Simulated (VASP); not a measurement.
A convergence study with VASP on Ni (fcc): a few settings are varied, all else stays as given below, so the limit is that of these other settings. The cell's lengths are 1 % over those of the tabulated start, so it is off equilibrium.

```yaml
crystal:
  lattice:
    - [0.00000, 1.77760, 1.77760]
    - [1.77760, 0.00000, 1.77760]
    - [1.77760, 1.77760, 0.00000]
  atoms:
    - { symbol: Ni, position: [0.00000, 0.00000, 0.00000], spin: 0.8 }
```

Level of theory: PBEsol GGA, VASP's PBE PAW potentials (set 64) (plane waves; VASP). The last row used: 550 eV cut-off, 15×15×15 Γ-centred mesh, first-order Methfessel-Paxton smearing of 0.10 eV, potentials Ni.

```tsv
setting	E (eV/atom)	pressure (GPa)	moment (μB)	electronic steps
ALGO = Normal, EDIFF = 1E-2	-6.0941	-12.01	0.659	9
ALGO = Normal, EDIFF = 1E-3	-6.0934	-13.21	0.658	10
ALGO = Normal, EDIFF = 1E-4	-6.0934	-15.56	0.657	11
ALGO = Normal, EDIFF = 1E-5	-6.0934	-14.79	0.657	12
ALGO = Normal, EDIFF = 1E-6	-6.0934	-14.92	0.658	13
ALGO = Normal, EDIFF = 1E-7	-6.0934	-14.82	0.658	15
ALGO = Normal, EDIFF = 1E-8	-6.0934	-14.82	0.658	16
ALGO = Normal, EDIFF = 1E-9	-6.0934	-14.82	0.658	17
ALGO = Fast, EDIFF = 1E-2	-6.0940	-2.65	0.657	9
ALGO = Fast, EDIFF = 1E-3	-6.0935	-13.20	0.658	10
ALGO = Fast, EDIFF = 1E-4	-6.0934	-16.42	0.657	11
ALGO = Fast, EDIFF = 1E-5	-6.0934	-14.78	0.658	12
ALGO = Fast, EDIFF = 1E-6	-6.0934	-15.00	0.658	13
ALGO = Fast, EDIFF = 1E-7	-6.0934	-14.86	0.658	14
ALGO = Fast, EDIFF = 1E-8	-6.0934	-14.81	0.658	15
ALGO = Fast, EDIFF = 1E-9	-6.0934	-14.82	0.658	20
ALGO = All, EDIFF = 1E-2	-6.0923	-10.22	0.657	10
ALGO = All, EDIFF = 1E-3	-6.0929	-15.23	0.656	11
ALGO = All, EDIFF = 1E-4	-6.0934	-14.84	0.656	14
ALGO = All, EDIFF = 1E-5	-6.0934	-15.08	0.657	15
ALGO = All, EDIFF = 1E-6	-6.0934	-14.77	0.658	17
ALGO = All, EDIFF = 1E-7	-6.0934	-14.83	0.658	19
ALGO = All, EDIFF = 1E-8	-6.0934	-14.82	0.658	21
ALGO = All, EDIFF = 1E-9	-6.0934	-14.82	0.658	23
```

Left out are rungs that failed or repeat a setting and relaxations that didn't move; long series are thinned to 24 rows.

The compound is Ni in the fcc structure. The cell was not relaxed at this level. The spin order is the one that the start imposed; others were not tried in this run.
